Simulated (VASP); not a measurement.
SnGe26:

```
Ge Sn
1.0
     0.00000    8.52000    8.52000
     8.52000    0.00000    8.52000
     8.52000    8.52000    0.00000
Ge Sn
52 2
Direct
  0.00000 0.00000 0.00000
  0.08333 0.08333 0.08333
  0.00000 0.00000 0.33333
  0.08333 0.08333 0.41667
  0.00000 0.00000 0.66667
  0.08333 0.08333 0.75000
  0.00000 0.33333 0.00000
  0.08333 0.41667 0.08333
  0.08333 0.41667 0.41667
  0.00000 0.33333 0.66667
  0.08333 0.41667 0.75000
  0.00000 0.66667 0.00000
  0.08333 0.75000 0.08333
  0.00000 0.66667 0.33333
  0.08333 0.75000 0.41667
  0.00000 0.66667 0.66667
  0.08333 0.75000 0.75000
  0.33333 0.00000 0.00000
  0.41667 0.08333 0.08333
  0.33333 0.00000 0.33333
  0.41667 0.08333 0.41667
  0.33333 0.00000 0.66667
  0.41667 0.08333 0.75000
  0.33333 0.33333 0.00000
  0.41667 0.41667 0.08333
  0.33333 0.33333 0.33333
  0.41667 0.41667 0.41667
  0.33333 0.33333 0.66667
  0.41667 0.41667 0.75000
  0.33333 0.66667 0.00000
  0.41667 0.75000 0.08333
  0.33333 0.66667 0.33333
  0.41667 0.75000 0.41667
  0.33333 0.66667 0.66667
  0.41667 0.75000 0.75000
  0.75000 0.08333 0.08333
  0.66667 0.00000 0.33333
  0.75000 0.08333 0.41667
  0.66667 0.00000 0.66667
  0.75000 0.08333 0.75000
  0.66667 0.33333 0.00000
  0.75000 0.41667 0.08333
  0.66667 0.33333 0.33333
  0.75000 0.41667 0.41667
  0.66667 0.33333 0.66667
  0.75000 0.41667 0.75000
  0.66667 0.66667 0.00000
  0.75000 0.75000 0.08333
  0.66667 0.66667 0.33333
  0.75000 0.75000 0.41667
  0.66667 0.66667 0.66667
  0.75000 0.75000 0.75000
  0.00000 0.33333 0.33333
  0.66667 0.00000 0.00000
```

The cell was built by a generator and needn't be a form met in nature.

| Item | Value |
| --- | --- |
| Program | VASP 6.6.1 |
| Task | relaxation of cell and atoms |
| Functional | LDA |
| Potentials or basis | VASP PAW LDA potentials, release 64 (Ge, Sn) |
| Cutoff | 350 eV |
| k mesh | 2 × 2 × 2 |
| Occupations | gaussian, width 0.05 eV |
| Spin | no spin polarisation |

At the start: pressure 0.3 GPa; volume 22.91 Å³/atom.

Problem. How do energy, volume and symmetry change on relaxing?

Solution. Over 9 steps the energy falls by 12.8 meV/atom and the volume is 22.93 Å³/atom (+0.1 %); space group R3m (No. 160, to 0.05 Å).

Step by step:
```csv
step,energy change (eV),largest force (eV/Å),pressure (GPa),volume (Å³)
1,0.0000,1.5501,0.30,1236.94
2,-0.5814,0.4468,-0.30,1244.64
3,-0.6348,0.2328,-0.50,1247.99
4,-0.6823,0.0973,0.20,1234.59
5,-0.6823,0.0995,0.19,1234.87
6,-0.6897,0.0545,0.00,1238.16
7,-0.6898,0.0582,-0.02,1238.60
8,-0.6910,0.0209,-0.01,1238.40
9,-0.6912,0.0102,0.00,1238.30
```

Final structure:
```yaml
crystal:
  lattice:
    - [-0.00340, 8.52141, 8.52141]
    - [8.52141, -0.00340, 8.52141]
    - [8.52141, 8.52141, -0.00340]
  atoms:
    - { symbol: Ge, position: [0.00182, 0.99994, 0.99994] }
    - { symbol: Ge, position: [0.08369, 0.08320, 0.08320] }
    - { symbol: Ge, position: [0.99994, 0.99827, 0.33328] }
    - { symbol: Ge, position: [0.08736, 0.07142, 0.42069] }
    - { symbol: Ge, position: [0.00167, 0.99822, 0.66680] }
    - { symbol: Ge, position: [0.08349, 0.08354, 0.74982] }
    - { symbol: Ge, position: [0.99994, 0.33328, 0.99827] }
    - { symbol: Ge, position: [0.08736, 0.42069, 0.07142] }
    - { symbol: Ge, position: [0.08726, 0.42059, 0.42059] }
    - { symbol: Ge, position: [0.00006, 0.33340, 0.66833] }
    - { symbol: Ge, position: [0.08324, 0.41657, 0.75021] }
    - { symbol: Ge, position: [0.00167, 0.66680, 0.99822] }
    - { symbol: Ge, position: [0.08349, 0.74982, 0.08354] }
    - { symbol: Ge, position: [0.00006, 0.66833, 0.33340] }
    - { symbol: Ge, position: [0.08324, 0.75021, 0.41657] }
    - { symbol: Ge, position: [0.00013, 0.66653, 0.66653] }
    - { symbol: Ge, position: [0.08310, 0.75004, 0.75004] }
    - { symbol: Ge, position: [0.33172, 0.99985, 0.99985] }
    - { symbol: Ge, position: [0.40465, 0.08728, 0.08728] }
    - { symbol: Ge, position: [0.33347, 0.99822, 0.33500] }
    - { symbol: Ge, position: [0.41649, 0.08354, 0.41682] }
    - { symbol: Ge, position: [0.33341, 0.99993, 0.66675] }
    - { symbol: Ge, position: [0.41657, 0.08374, 0.74991] }
    - { symbol: Ge, position: [0.33347, 0.33500, 0.99822] }
    - { symbol: Ge, position: [0.41649, 0.41682, 0.08354] }
    - { symbol: Ge, position: [0.33500, 0.33340, 0.33340] }
    - { symbol: Ge, position: [0.41687, 0.41657, 0.41657] }
    - { symbol: Ge, position: [0.33319, 0.33346, 0.66653] }
    - { symbol: Ge, position: [0.41671, 0.41643, 0.75004] }
    - { symbol: Ge, position: [0.33341, 0.66675, 0.99993] }
    - { symbol: Ge, position: [0.41657, 0.74991, 0.08374] }
    - { symbol: Ge, position: [0.33319, 0.66653, 0.33346] }
    - { symbol: Ge, position: [0.41671, 0.75004, 0.41643] }
    - { symbol: Ge, position: [0.33329, 0.66662, 0.66662] }
    - { symbol: Ge, position: [0.41664, 0.74997, 0.74997] }
    - { symbol: Ge, position: [0.75397, 0.08731, 0.08731] }
    - { symbol: Ge, position: [0.66661, 0.99994, 0.33516] }
    - { symbol: Ge, position: [0.74986, 0.08320, 0.41702] }
    - { symbol: Ge, position: [0.66652, 0.99985, 0.66505] }
    - { symbol: Ge, position: [0.75395, 0.08728, 0.73798] }
    - { symbol: Ge, position: [0.66661, 0.33516, 0.99994] }
    - { symbol: Ge, position: [0.74986, 0.41702, 0.08320] }
    - { symbol: Ge, position: [0.66494, 0.33328, 0.33328] }
    - { symbol: Ge, position: [0.73809, 0.42069, 0.42069] }
    - { symbol: Ge, position: [0.66488, 0.33500, 0.66680] }
    - { symbol: Ge, position: [0.75021, 0.41682, 0.74982] }
    - { symbol: Ge, position: [0.66652, 0.66505, 0.99985] }
    - { symbol: Ge, position: [0.75395, 0.73798, 0.08728] }
    - { symbol: Ge, position: [0.66488, 0.66680, 0.33500] }
    - { symbol: Ge, position: [0.75021, 0.74982, 0.41682] }
    - { symbol: Ge, position: [0.66660, 0.66675, 0.66675] }
    - { symbol: Ge, position: [0.75041, 0.74991, 0.74991] }
    - { symbol: Sn, position: [0.99996, 0.33329, 0.33329] }
    - { symbol: Sn, position: [0.66662, 0.99996, 0.99996] }
```
